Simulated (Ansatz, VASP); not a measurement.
# Cross-check of Ca2C between VASP and Ansatz

Aim: how closely do two programs agree when they are given the same cell, functional and k mesh? The cell is generated by rule, not measured, and may not be a known phase. The cell is taken from a series of runs on this material, whose earlier steps may have relaxed, scaled, displaced or heated it; both programs get it as it stands.

Main program and level: Ansatz 0.2.0; plane waves, with VASP 6.6.1 beside it; zone-centre phonons at PBEsol.

The structure was built from a prototype and need not be the compound's stable phase.

### Step 1. The starting structure

Symmetry: R3m, No. 160, trigonal system. Conventional cell: a = 7.190 Å, b = 7.190 Å, c = 9.212 Å, α = 90.00°, β = 90.00°, γ = 120.00°. C has 4 Ca at 2.27 to 2.39 Å nearest. C has 3 Ca at 2.47 Å nearest. Nearest to Ca lie 2 C at 2.39 to 2.47 Å. Nearest to Ca lie 1 C at 2.27 Å. Farther neighbours are not listed.

### Step 2. Ansatz: zone-centre phonons, PBEsol

Ansatz runs on its default PAW (the set named soft_2) files.

Second derivatives magnify differences that forces hide, and they need a tight electronic threshold.

input.yaml

```yaml
crystal:
  lattice:
    - [3.5951061444, 2.0756355003, 3.0705957006]
    - [-3.5951061444, 2.0756355003, 3.0705957006]
    - [0.0, -4.1512710005, 3.0705957006]
  atoms:
    - { symbol: C, position: [0.9712975657, 0.9712975657, 0.9712975657] }
    - { symbol: C, position: [0.3606224218, 0.3606224218, 0.3606224218] }
    - { symbol: Ca, position: [0.2828662621, 0.8298400788, 0.2828662621] }
    - { symbol: Ca, position: [0.7253916963, 0.7253916963, 0.7253916963] }
    - { symbol: Ca, position: [0.8298400788, 0.2828662621, 0.2828662621] }
    - { symbol: Ca, position: [0.2828662621, 0.2828662621, 0.8298400788] }
kpoints:
  mp_grid: { grid: [6, 6, 6] }
hamiltonian:
  xc: pbesol
scf:
  occupations: { method: methfessel_paxton, width: 0.15 }
output:
  eigenvalues: true
phonons:
  method: dfpt
```

Launch:

```bash
ansatz run input.yaml --threads 8 --pin off --max-ram 14336MiB --backend cpu --events-out ev --progress --plain --runs-dir out
```

Numbers of over 12 decimals in the logs are rounded to 6 here.

Output:

```text
Engine: ansatz 0.2.0, aarch64-unknown-linux-gnu
Pseudopotentials: kind: paw
Pseudopotential: C, paw, valence charge 4, recommended cutoff 420 eV (normal), C.paw.azcp
Pseudopotential: Ca, paw, valence charge 10, recommended cutoff 420 eV (normal), Ca.paw.azcp
Functional definition: PBEsol
  exchange = pbesol_x
  correlation = pbesol_c
Crystal: 6 atoms, lattice volume = 137.479 Å³
Basis set: ecut = 420 eV, 2693 PW (Γ), exchange–correlation on 72×72×72 points (8 copies of the dense FFT grid, shifted against one another)
Bands: 30, of which v1, the nominal top of the filled ones, is band 24 counted from 1 (23 counted from 0)
Symmetry: 6 space group operations
k-points: 112 of 216 (irreducible under 1 space group operation, time reversal used)
Non-local potential: C, projectors of the file, l = 0: 2, l = 1: 2, l = 2: 1
Non-local potential: Ca, projectors of the file, l = 0: 3, l = 1: 2, l = 2: 2
PAW form: soft (Blöchl's): semilocal exchange-correlation on the pseudo side does not see the compensation charge
PAW frozen core: C, regenerated for the run's functional, and the local potential with it (the file was generated under x = pbe(κ = 0.804, μ = 0.219515), c = pbe(β = 0.066725))
PAW frozen core: Ca, regenerated for the run's functional, and the local potential with it (the file was generated under x = pbe(κ = 0.804, μ = 0.219515), c = pbe(β = 0.066725))
PAW one-centre angular grid: C, 110 points (default); XC on 64 Gauss nodes
PAW one-centre angular grid: Ca, 110 points (default); XC on 64 Gauss nodes
Initial density: superposition of atomic densities (neutral atoms: chi_scale 0, normalization atom), corrected by the library's trained network
Initial wavefunctions: pseudopotential atomic-orbital guess
Functional: x = pbesol(κ = 0.804, μ = 0.123457), c = pbesol(β = 0.046)
SCF iter   1: F=—  HF=-7665.032429 eV  |F-HF|=—  |Δ(HF+E_count)|=         —  Δρ=8.24e-3  dr2=1.59e-1  ethr=1.77e-3  ⟨swp⟩=7.6  Hψ=15648  notcnv=0
preconditioner: auto → Kerker (q_TF=auto, 2.289 Å⁻¹)  [metal: Δε(μ)=0.066 eV  Ē_g=4.543 eV  σ=0.150 eV  W_gap=0.36  n_scr=26 (ndim 8)  ℏωp=12.7 eV  f_vac=0.000  D(μ)=1.62/eV (n_scr^D=6)]
SCF iter   2: F=—  HF=-7665.010069 eV  |F-HF|=—  |Δ(HF+E_count)|=   2.24e-2  S|Δr|=    0.00e0  Δρ=3.39e-3  dr2=2.74e-2  ethr=3.31e-4  ⟨swp⟩=1.0  Hψ=4257  notcnv=0
SCF iter   3: F=—  HF=-7665.005515 eV  |F-HF|=—  |Δ(HF+E_count)|=   4.55e-3  S|Δr|=    0.00e0  Δρ=7.65e-4  dr2=1.32e-3  ethr=5.71e-5  ⟨swp⟩=2.0  Hψ=3904  notcnv=0
SCF iter   4: F=—  HF=-7665.005464 eV  |F-HF|=—  |Δ(HF+E_count)|=   5.10e-5  S|Δr|=    0.00e0  Δρ=2.63e-4  dr2=1.62e-4  ethr=2.74e-6  ⟨swp⟩=2.5  Hψ=5045  notcnv=0
SCF iter   5: F=—  HF=-7665.005455 eV  |F-HF|=—  |Δ(HF+E_count)|=   8.07e-6  S|Δr|=    0.00e0  Δρ=7.87e-5  dr2=1.49e-5  ethr=3.37e-7  ⟨swp⟩=2.0  Hψ=4094  notcnv=0
SCF iter   6: F=—  HF=-7665.005455 eV  |F-HF|=—  |Δ(HF+E_count)|=   9.03e-7  S|Δr|=    0.00e0  Δρ=2.37e-5  dr2=1.20e-6  ethr=3.10e-8  ⟨swp⟩=2.2  Hψ=4360  notcnv=0
SCF iter   7: F=—  HF=-7665.005456 eV  |F-HF|=—  |Δ(HF+E_count)|=   9.50e-7  S|Δr|=    0.00e0  Δρ=7.11e-6  dr2=1.20e-7  ethr=2.51e-9  ⟨swp⟩=2.3  Hψ=6086  notcnv=0  defer=73
SCF iter   8: F=—  HF=-7665.005456 eV  |F-HF|=—  |Δ(HF+E_count)|=   3.86e-9  S|Δr|=    0.00e0  Δρ=1.77e-6  dr2=4.75e-9  ethr=2.50e-10  ⟨swp⟩=2.0  Hψ=4764  notcnv=0  defer=73
SCF iter   9: F=—  HF=-7665.005456 eV  |F-HF|=—  |Δ(HF+E_count)|=  4.55e-11  S|Δr|=    0.00e0  Δρ=4.63e-7  dr2=3.99e-10  ethr=9.89e-12  ⟨swp⟩=2.0  Hψ=5481  notcnv=0  defer=73
SCF iter  10: F=—  HF=-7665.005456 eV  |F-HF|=—  |Δ(HF+E_count)|=  1.91e-11  S|Δr|=    0.00e0  Δρ=1.56e-7  dr2=5.55e-11  ethr=1.00e-12  ⟨swp⟩=2.0  Hψ=5446  notcnv=0  defer=73
SCF iter  11: F=-7665.005456 eV  HF=-7665.005456 eV  |F-HF|=3.64e-12  |Δ(HF+E_count)|=  6.37e-12  S|Δr|=    0.00e0  Δρ=5.54e-8  dr2=9.03e-12  ethr=1.00e-12  ⟨swp⟩=10.2  Hψ=17639  notcnv=0
SCF 1 converged in 11 iterations: F = -7665.005456 eV  dr2 = 9.03e-12
  greatest PAW one-centre occupation: 0.996 electrons in one spin orbital (limit 2), on the Ca atom at site 3 (counted from 0), in its partial waves of l = 0
DFPT response loops at Γ: preconditioner auto → Kerker (q_TF=auto, 2.289 Å⁻¹) (partly filled bands, converged f_vac=0.000); β = 1.00, the filter's whole step (`scf.mixing.beta` (0.50) is not read by the response loops under this deck's `scf.mixing.preconditioner`; to damp them name `kerker` or `kerker_dos`, under which they read `scf.mixing.beta`, and type it under 1.00, their step now; both keys bind the ground state too); Broyden in place of MSR1
SCF converged after 11 iterations
Stability not checked: this state was not tested for a lower state beside it, because cold or Methfessel-Paxton smearing, or corrected tetrahedra, fill the levels in a way that the test cannot read (fill_not_monotonic; see scf.lower_state_search)
Free energy (F): -7665.005456 eV
Harris-Foulkes:  -7665.005456 eV  (|F-HF|=3.64e-12)
Internal energy: -7665.006328 eV  (E = F + TS)
E sigma→0 (E₀):  -7665.005674 eV
Entropy (-TS):   0.000873 eV (0.145 meV/atom)
Fermi energy:    6.639619 eV
--- Per-component energies (eV) ---
  E_band       = -557.039146
  E_kinetic    = 1279.472830
  E_local      = -3209.544551  (includes V_loc(G=0)·N_el)
  E_nonlocal   = 314.123902
  E_hartree    = 1062.688194
  E_xc         = -635.654043
  E_vxc        = -795.976485  (∫ρ·V_xc dr)
  E_paw        = -3535.985010  (= ΣΔE_a)
  E_vpaw       = -270.491215  (= ΣTr[D̂ρ^β])
  E_aug_tail   = -0.000015  (compensation charges beyond the density's cutoff)
  E_ewald      = -2940.625014
  E_core_change = 0.517378  (= ΣΔE_core)
  E_smearing   = 0.000873  (= −TS)
  E_closure    = -0.000000  (closes the sum)
  Σ components = -7665.005456   (vs F -7665.005456, Δ=0.00e0)
--- Band table (eV; the first three rows and the last of 112) ---
  k-point 0: bands = [... 20 lower, 5.2075, 5.9736, 6.2813, 6.4127, 6.4127, 7.9794, 7.9794, 9.3360, ... 2 higher]
  k-point 1: bands = [... 20 lower, 5.3727, 5.9138, 6.1653, 6.3599, 6.6898, 8.0514, 8.0540, 9.1423, ... 2 higher]
  k-point 2: bands = [... 20 lower, 5.5394, 5.8342, 6.1102, 6.2499, 7.1575, 8.1437, 8.2292, 8.7898, ... 2 higher]
  k-point 111: bands = [... 20 lower, 4.8722, 5.7298, 5.7298, 6.1336, 7.2212, 8.4198, 8.4198, 8.8950, ... 2 higher]
--- Phonons (Γ-DFPT): 8 representative perturbations + reference, on 112 of 216 k-points (Σ response iterations 24) ---
  k mesh reduced under 1 symmetry operation, with k and −k counted as one. Each operation leaves every solved perturbation unchanged. A smaller set is not used because it would not reduce the number of displacements times k-points to solve
  ASR residual: 5.322e-5 → 0.000e0 eV/Å²; symmetrization residual: 8.036e-6 eV/Å²
  ASR residual per site (eV/Å²): 5.32e-5 1.30e-5 1.67e-5 1.24e-5 1.67e-5 1.93e-5
  Γ frequencies (cm⁻¹): -54.98 -54.98 0.00 0.00 0.00 123.51 132.78 132.78 142.34 211.53 211.53 248.27 286.39 340.96 340.96 353.83 353.83 565.87
  non-analytic LO–TO correction: not included (Born effective charges unavailable; polar crystals: no LO–TO splitting at Γ)
```

### Step 3. VASP: zone-centre phonons, PBEsol

The same cell, functional, mesh and smearing now go to VASP, with its own data sets.

Lines of VASP's logs that name or quote its potential files are left out, and so is its time.

INCAR

```
SYSTEM = Ca2C
PREC = Accurate
ENCUT = 600
EDIFF = 1E-08
NELM = 120
ISMEAR = 1
SIGMA = 0.15
LREAL = .FALSE.
ALGO = Normal
GGA = PS
NBANDS = 30
LORBIT = 11
LWAVE = .FALSE.
LCHARG = .FALSE.
ISIF = 2
IBRION = 8
LASPH = .TRUE.
GGA_COMPAT = .FALSE.
KPAR = 2
```

POSCAR

```
Ca2C
1.0
    3.5951061444      2.0756355003      3.0705957006
   -3.5951061444      2.0756355003      3.0705957006
    0.0000000000     -4.1512710005      3.0705957006
C Ca
2 4
Direct
    0.9712975657      0.9712975657      0.9712975657
    0.3606224218      0.3606224218      0.3606224218
    0.2828662621      0.8298400788      0.2828662621
    0.7253916963      0.7253916963      0.7253916963
    0.8298400788      0.2828662621      0.2828662621
    0.2828662621      0.2828662621      0.8298400788
```

KPOINTS

```
Automatic mesh
0
Gamma
6 6 6
0 0 0
```

PAW data sets: C and Ca_sv (PBE family, release 64).

Launch:

```bash
mpirun -np 2 vasp_std
```

Output:

```text
[banner, memory and clock lines left out]
running    2 mpi-ranks, on    1 nodes
 distrk:  each k-point on    1 cores,    2 groups
 distr:  one band on    1 cores,    1 groups

 POSCAR found type information on POSCAR C Ca
 POSCAR found :  2 types and       6 ions
|                                                                             |
|               ----> ADVICE to this user running VASP <----                  |
|                                                                             |
|     You enforced a specific xc type in the INCAR file but a different       |
|     [... a line on the potential file left out ...]
|     I HOPE YOU KNOW WHAT YOU ARE DOING!                                     |
|                                                                             |

 LDA part: xc-table for (Slater+PW92), standard interpolation
 POSCAR, INCAR and KPOINTS ok, starting setup
 FFT: planning ... GRIDC
 FFT: planning ... GRID_SOFT
 FFT: planning ... GRID
 WAVECAR not read
 entering main loop
       N       E                     dE             d eps       ncg     rms          rms(c)
DAV:   1     0.497116152624E+03    0.49712E+03   -0.25169E+04  1920   0.168E+03
DAV:   2     0.145709047755E+02   -0.48255E+03   -0.47184E+03  1986   0.471E+02
DAV:   3    -0.284041734508E+02   -0.42975E+02   -0.41691E+02  3098   0.102E+02
DAV:   4    -0.314183887684E+02   -0.30142E+01   -0.29999E+01  2936   0.259E+01
DAV:   5    -0.315860065045E+02   -0.16762E+00   -0.16750E+00  2954   0.540E+00    0.140E+01
DAV:   6    -0.254550499692E+02    0.61310E+01   -0.53733E+01  2236   0.241E+01    0.785E+00
DAV:   7    -0.246288843837E+02    0.82617E+00   -0.87029E+00  2502   0.107E+01    0.277E+00
DAV:   8    -0.245297030616E+02    0.99181E-01   -0.76068E-01  2528   0.395E+00    0.120E+00
DAV:   9    -0.244993210762E+02    0.30382E-01   -0.13294E-01  3136   0.185E+00    0.420E-01
DAV:  10    -0.244979000529E+02    0.14210E-02   -0.26626E-02  2716   0.814E-01    0.256E-01
DAV:  11    -0.244982670403E+02   -0.36699E-03   -0.60428E-03  3072   0.339E-01    0.120E-01
DAV:  12    -0.244982299213E+02    0.37119E-04   -0.99085E-04  2640   0.140E-01    0.409E-02
DAV:  13    -0.244982425882E+02   -0.12667E-04   -0.17744E-04  2416   0.715E-02    0.182E-02
DAV:  14    -0.244982393907E+02    0.31975E-05   -0.46346E-05  2694   0.358E-02    0.367E-03
DAV:  15    -0.244982392949E+02    0.95817E-07   -0.44341E-06  2856   0.117E-02    0.144E-03
DAV:  16    -0.244982393136E+02   -0.18696E-07   -0.22799E-07  2648   0.269E-03    0.604E-04
DAV:  17    -0.244982393232E+02   -0.96370E-08   -0.37291E-08  2048   0.917E-04
   1 F= -.24498239E+02 E0= -.24498519E+02  d E =0.838282E-03
 Linear response reoptimize wavefunctions to high precision
DAV:   1    -0.244982392725E+02    0.50704E-07   -0.12174E-08  2002   0.563E-04
DAV:   2    -0.244982392727E+02   -0.14188E-09   -0.85708E-10  1494   0.205E-04
DAV:   3    -0.244982392727E+02   -0.14552E-10   -0.35706E-10  1476   0.119E-04
 Linear response DOF=           8
 Linear response progress:
  Degree of freedom:   1/  8
       N       E                     dE             d eps       ncg     rms          rms(c)
RMM:   1    -0.119939715942E+00   -0.11994E+00   -0.22733E-02 13868   0.108E+00
RMM:   2    -0.113460530948E+00    0.64792E-02   -0.93247E-03 12481   0.271E-01    0.955E-02
RMM:   3    -0.113766723439E+00   -0.30619E-03   -0.17260E-03 11435   0.132E-01    0.504E-02
RMM:   4    -0.114217163292E+00   -0.45044E-03   -0.70885E-04 12582   0.924E-02    0.158E-02
RMM:   5    -0.114089534977E+00    0.12763E-03   -0.20642E-04 12336   0.458E-02    0.872E-03
RMM:   6    -0.114183236349E+00   -0.93701E-04   -0.65567E-05 13633   0.215E-02    0.306E-03
RMM:   7    -0.114166597089E+00    0.16639E-04   -0.28537E-05 14825   0.106E-02    0.220E-03
RMM:   8    -0.114163027229E+00    0.35699E-05   -0.96591E-06 15681   0.604E-03    0.124E-03
RMM:   9    -0.114171406831E+00   -0.83796E-05   -0.65879E-06 16052   0.302E-03    0.679E-04
RMM:  10    -0.114177498022E+00   -0.60912E-05   -0.21368E-06 16741   0.194E-03    0.127E-04
RMM:  11    -0.114178596851E+00   -0.10988E-05   -0.37005E-06 17796   0.105E-03    0.843E-05
RMM:  12    -0.114178714627E+00   -0.11778E-06   -0.19820E-06 17701   0.593E-04    0.726E-05
RMM:  13    -0.114178721867E+00   -0.72410E-08   -0.15047E-06 15927   0.417E-04    0.271E-05
RMM:  14    -0.114178367402E+00    0.35447E-06   -0.68447E-07 17961   0.277E-04    0.204E-05
RMM:  15    -0.114178427302E+00   -0.59901E-07   -0.47622E-07 17658   0.192E-04    0.711E-06
RMM:  16    -0.114178387206E+00    0.40096E-07   -0.16129E-07 18372   0.149E-04    0.440E-06
RMM:  17    -0.114178381413E+00    0.57935E-08   -0.26778E-07 17803   0.125E-04    0.347E-06
RMM:  18    -0.114178381585E+00   -0.17282E-09   -0.78021E-08 17793   0.112E-04    0.168E-06
 first order change of Fermi-energy  -0.15795E-05
[...]
RMM:   8    -0.405458696792E+00    0.25513E-04   -0.39908E-05 17481   0.189E-02    0.251E-03
RMM:   9    -0.405444260688E+00    0.14436E-04   -0.24864E-05 18246   0.116E-02    0.760E-04
RMM:  10    -0.405449901257E+00   -0.56406E-05   -0.17773E-05 17531   0.799E-03    0.834E-04
RMM:  11    -0.405445727056E+00    0.41742E-05   -0.10058E-05 18050   0.586E-03    0.183E-04
RMM:  12    -0.405447429955E+00   -0.17029E-05   -0.91331E-06 18045   0.456E-03    0.280E-04
[...]
RMM:   8    -0.414328095653E+00    0.12913E-04   -0.31010E-05 10499   0.154E-02    0.256E-03
RMM:   9    -0.414312377549E+00    0.15718E-04   -0.20610E-05 10486   0.103E-02    0.168E-03
RMM:  10    -0.414319175163E+00   -0.67976E-05   -0.12908E-05 10704   0.714E-03    0.795E-04
RMM:  11    -0.414318430251E+00    0.74491E-06   -0.91028E-06 10860   0.499E-03    0.466E-04
RMM:  12    -0.414318827669E+00   -0.39742E-06   -0.51343E-06 10848   0.380E-03    0.401E-04
RMM:  13    -0.414319516341E+00   -0.68867E-06   -0.39398E-06 10406   0.303E-03    0.254E-04
RMM:  14    -0.414318816956E+00    0.69939E-06   -0.34379E-06 10312   0.251E-03    0.591E-05
RMM:  15    -0.414318981789E+00   -0.16483E-06   -0.27134E-06 10861   0.206E-03    0.620E-05
RMM:  16    -0.414319209818E+00   -0.22803E-06   -0.19285E-06 11071   0.174E-03    0.729E-05
RMM:  17    -0.414319031053E+00    0.17877E-06   -0.15496E-06  9287   0.152E-03    0.156E-04
RMM:  18    -0.414319505877E+00   -0.47482E-06   -0.13496E-06  8748   0.136E-03    0.113E-04
RMM:  19    -0.414319739875E+00   -0.23400E-06   -0.10295E-06 10306   0.117E-03    0.110E-04
RMM:  20    -0.414319708879E+00    0.30997E-07   -0.93138E-07 10516   0.102E-03    0.138E-04
RMM:  21    -0.414320216834E+00   -0.50796E-06   -0.70082E-07  8872   0.977E-04    0.742E-05
RMM:  22    -0.414320354027E+00   -0.13719E-06   -0.60027E-07 10163   0.834E-04    0.681E-05
RMM:  23    -0.414320461282E+00   -0.10725E-06   -0.50326E-07 10583   0.745E-04    0.664E-05
RMM:  24    -0.414320487584E+00   -0.26302E-07   -0.43763E-07 10900   0.673E-04    0.752E-05
 first order change of Fermi-energy  -0.48653E-01
 force on displaced ion       3 direction 3 :  -1.350   0.779  -4.852
 Linear response progress:
  Degree of freedom:   7/  8
       N       E                     dE             d eps       ncg     rms          rms(c)
RMM:   1    -0.474106656336E+00   -0.47411E+00    0.18299E+00  6918   0.807E+00
RMM:   2    -0.420680826850E+00    0.53426E-01   -0.12543E-01 10586   0.150E+00    0.114E-01
RMM:   3    -0.422127528859E+00   -0.14467E-02   -0.20621E-02 13874   0.446E-01    0.912E-02
RMM:   4    -0.423398693271E+00   -0.12712E-02   -0.55895E-03 16131   0.170E-01    0.861E-02
RMM:   5    -0.423347771051E+00    0.50922E-04   -0.58791E-04 15285   0.791E-02    0.745E-03
RMM:   6    -0.423370201020E+00   -0.22430E-04   -0.14380E-04 15722   0.356E-02    0.183E-02
RMM:   7    -0.423338947414E+00    0.31254E-04   -0.47567E-05 16871   0.201E-02    0.125E-03
RMM:   8    -0.423342069039E+00   -0.31216E-05   -0.30811E-05 16995   0.116E-02    0.114E-03
RMM:   9    -0.423342361733E+00   -0.29269E-06   -0.20186E-05 17866   0.700E-03    0.975E-04
RMM:  10    -0.423341457948E+00    0.90379E-06   -0.17013E-05 17421   0.475E-03    0.370E-04
RMM:  11    -0.423341517791E+00   -0.59843E-07   -0.13246E-05 17433   0.350E-03    0.102E-04
RMM:  12    -0.423341677303E+00   -0.15951E-06   -0.10101E-05 17755   0.271E-03    0.573E-05
RMM:  13    -0.423341952165E+00   -0.27486E-06   -0.73677E-06 17694   0.218E-03    0.397E-05
RMM:  14    -0.423342425245E+00   -0.47308E-06   -0.57032E-06 16502   0.183E-03    0.137E-05
[...]
RMM:  22    -0.423343263068E+00   -0.14593E-07   -0.10467E-06 17093   0.652E-04    0.895E-05
RMM:  23    -0.423343284647E+00   -0.21579E-07   -0.82101E-07 16316   0.591E-04    0.987E-05
RMM:  24    -0.423343270400E+00    0.14247E-07   -0.74290E-07 15133   0.542E-04    0.112E-04
RMM:  25    -0.423343276320E+00   -0.59200E-08   -0.57999E-07 15986   0.497E-04    0.122E-04
RMM:  26    -0.423343273959E+00    0.23616E-08   -0.53036E-07 16017   0.457E-04    0.132E-04
RMM:  27    -0.423343271603E+00    0.23557E-08   -0.40510E-07 15666   0.422E-04    0.141E-04
RMM:  28    -0.423343277123E+00   -0.55201E-08   -0.39023E-07 14713   0.392E-04    0.147E-04
RMM:  29    -0.423343289025E+00   -0.11901E-07   -0.29600E-07 14425   0.365E-04    0.152E-04
 first order change of Fermi-energy   0.64572E-04
 force on displaced ion       4 direction 1 :  -1.816  -0.000  -0.000
 Linear response progress:
  Degree of freedom:   8/  8
       N       E                     dE             d eps       ncg     rms          rms(c)
RMM:   1    -0.426743900797E+00   -0.42674E+00    0.36090E+00  2046   0.977E+00
RMM:   2    -0.379980207049E+00    0.46764E-01   -0.13864E-01  3233   0.174E+00    0.202E-01
RMM:   3    -0.380884825565E+00   -0.90462E-03   -0.19138E-02  3637   0.498E-01    0.129E-01
RMM:   4    -0.381290507780E+00   -0.40568E-03   -0.44472E-03  4120   0.192E-01    0.966E-02
RMM:   5    -0.380970679591E+00    0.31983E-03   -0.35583E-04  4260   0.704E-02    0.476E-02
RMM:   6    -0.380736708142E+00    0.23397E-03   -0.11699E-04  4302   0.374E-02    0.169E-02
RMM:   7    -0.380686827092E+00    0.49881E-04   -0.34616E-05  4740   0.168E-02    0.626E-03
RMM:   8    -0.380659682390E+00    0.27145E-04   -0.12694E-05  4589   0.915E-03    0.141E-03
RMM:   9    -0.380654419022E+00    0.52634E-05   -0.53347E-06  4928   0.493E-03    0.604E-04
RMM:  10    -0.380655936887E+00   -0.15179E-05   -0.30014E-06  4956   0.282E-03    0.261E-04
RMM:  11    -0.380656073490E+00   -0.13660E-06   -0.30544E-06  4942   0.190E-03    0.131E-04
RMM:  12    -0.380656446851E+00   -0.37336E-06   -0.18365E-06  5039   0.138E-03    0.482E-05
RMM:  13    -0.380657074828E+00   -0.62798E-06   -0.14898E-06  4947   0.109E-03    0.250E-05
RMM:  14    -0.380656927939E+00    0.14689E-06   -0.10355E-06  4900   0.886E-04    0.226E-05
RMM:  15    -0.380657137013E+00   -0.20907E-06   -0.86291E-07  5069   0.746E-04    0.122E-05
RMM:  16    -0.380657240742E+00   -0.10373E-06   -0.66105E-07  5039   0.650E-04    0.126E-05
RMM:  17    -0.380657350770E+00   -0.11003E-06   -0.57591E-07  4690   0.582E-04    0.957E-06
RMM:  18    -0.380657705785E+00   -0.35501E-06   -0.42008E-07  4151   0.553E-04    0.233E-05
RMM:  19    -0.380657465920E+00    0.23987E-06   -0.41180E-07  3960   0.505E-04    0.131E-05
RMM:  20    -0.380657515388E+00   -0.49469E-07   -0.26871E-07  4888   0.449E-04    0.144E-05
RMM:  21    -0.380657530844E+00   -0.15455E-07   -0.29530E-07  4855   0.417E-04    0.198E-05
RMM:  22    -0.380657556832E+00   -0.25988E-07   -0.20760E-07  4401   0.390E-04    0.226E-05
RMM:  23    -0.380657621316E+00   -0.64484E-07   -0.22423E-07  4295   0.370E-04    0.205E-05
RMM:  24    -0.380657660411E+00   -0.39095E-07   -0.16765E-07  4539   0.347E-04    0.208E-05
 first order change of Fermi-energy   0.13326E+00
 force on displaced ion       4 direction 3 :  -0.000  -0.000  -8.410
 Linear response finished
```

(Continued in part 2 of 2.)

[Lines on the potential files, build, host, timing and source positions are cut from VASP's logs without a mark.]

[Logs are printed without paths, hosts, clocks, repeated set-up lines and the standing remarks that a program may print on its own settings, such as how far it seeks lower states.]

[Hosts, paths, dates, database ids (printed as entryN), source tags and the programs' standing remarks are cut or masked in the printed files.]
